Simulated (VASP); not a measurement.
Method: PBEsol GGA, VASP's PBE PAW potentials (set 64) (plane waves; VASP).

A VASP calculation is set up with these files.

### POSCAR
```
CoAl
1.0
  2.8230757235   0.0000000000   0.0000000000
  0.0000000000   2.8230757235   0.0000000000
  0.0000000000   0.0000000000   2.8230757235
Al Co
1 1
direct
  0.5000000000   0.5000000000   0.5000000000
  0.0000000000   0.0000000000   0.0000000000
```

**INCAR**
```
# general
SYSTEM  = CoAl
PREC    = Accurate
ENCUT   = 480   # plane-wave cut-off (eV)
LREAL   = F
LASPH   = T   # aspherical one-centre terms

# electronic loop
EDIFF   = 1E-6   # SCF stop (eV)
NELM    = 100
ALGO    = Normal
LMAXMIX = 4

# smearing
ISMEAR  = 1   # Methfessel-Paxton
SIGMA   = 0.1

# functional
GGA     = PS

# ions
IBRION  = 2   # conjugate gradients
NSW     = 60   # most ionic steps
ISIF    = 3   # ions, shape and volume
EDIFFG  = -0.01   # ionic stop

# output
LWAVE   = F
LCHARG  = F
```

**KPOINTS**
```
Automatic mesh
0
Gamma
12 12 12
0 0 0
```

POTCAR, in this order: Al Co (PBE.64 set). Program: vasp_std.

What VASP printed:

### OSZICAR
```
       N       E                     dE             d eps       ncg     rms          rms(c)
DAV:   1     0.339903105115E+02    0.33990E+02   -0.51513E+03  1688   0.120E+03
DAV:   2    -0.137811169835E+02   -0.47771E+02   -0.45494E+02  1708   0.189E+02
DAV:   3    -0.149798849456E+02   -0.11988E+01   -0.11885E+01  2050   0.393E+01
DAV:   4    -0.150008538918E+02   -0.20969E-01   -0.20959E-01  2118   0.461E+00
DAV:   5    -0.150014871425E+02   -0.63325E-03   -0.63323E-03  1928   0.805E-01    0.136E+01
DAV:   6    -0.178540622918E+02   -0.28526E+01   -0.78899E+01  1870   0.134E+02    0.179E+01
DAV:   7    -0.131072742971E+02    0.47468E+01   -0.33983E+01  1840   0.847E+01    0.191E+00
DAV:   8    -0.130979677123E+02    0.93066E-02   -0.24267E-01  1756   0.434E+00    0.124E+00
DAV:   9    -0.130815800205E+02    0.16388E-01   -0.43941E-02  2072   0.290E+00    0.336E-01
DAV:  10    -0.130809499116E+02    0.63011E-03   -0.15085E-03  2012   0.549E-01    0.151E-01
DAV:  11    -0.130809333413E+02    0.16570E-04   -0.38966E-05  2178   0.616E-02    0.303E-02
DAV:  12    -0.130809259623E+02    0.73791E-05   -0.32039E-05  1972   0.797E-02    0.594E-03
DAV:  13    -0.130809258959E+02    0.66367E-07   -0.45019E-07   894   0.676E-03
   1 F= -.13080926E+02 E0= -.13080857E+02  d E =-.130809E+02
```

OUTCAR:
```
------------------------ aborting loop because EDIFF is reached ----------------------------------------
  FORCE on cell =-STRESS in cart. coord.  units (eV):
  Direction    XX          YY          ZZ          XY          YZ          ZX
  --------------------------------------------------------------------------------------
  Total       -0.0033357     -0.0033357     -0.0033357      0.0000000      0.0000000     -0.0000000
  in kB       -0.2375397     -0.2375397     -0.2375397      0.0000000      0.0000000     -0.0000000
  external PRESSURE =      -0.2375397 kB  Pullay stress =       0.0000000 kB
  volume of cell :       22.50
      direct lattice vectors                 reciprocal lattice vectors
     2.823075724  0.000000000  0.000000000     0.354223584  0.000000000  0.000000000
     0.000000000  2.823075724  0.000000000     0.000000000  0.354223584  0.000000000
     0.000000000  0.000000000  2.823075724     0.000000000  0.000000000  0.354223584
 POSITION                                       TOTAL-FORCE (eV/Angst)
 -----------------------------------------------------------------------------------
      1.41154      1.41154      1.41154         0.000000      0.000000      0.000000
      0.00000      0.00000      0.00000         0.000000      0.000000      0.000000
 -----------------------------------------------------------------------------------
    total drift:                               -0.000000      0.000000     -0.000000
  FREE ENERGIE OF THE ION-ELECTRON SYSTEM (eV)
  ---------------------------------------------------
  free  energy   TOTEN  =       -13.0809258959 eV

  energy  without entropy=      -13.0807180420  energy(sigma->0) =      -13.08085661

 reached required accuracy - stopping structural energy minimisation
```
(Selected blocks of OUTCAR.)

The compound is CoAl in the CsCl type structure. It was relaxed first. The start is the result of an earlier pass. The run is not spin-polarised, so no magnetic state was tried.
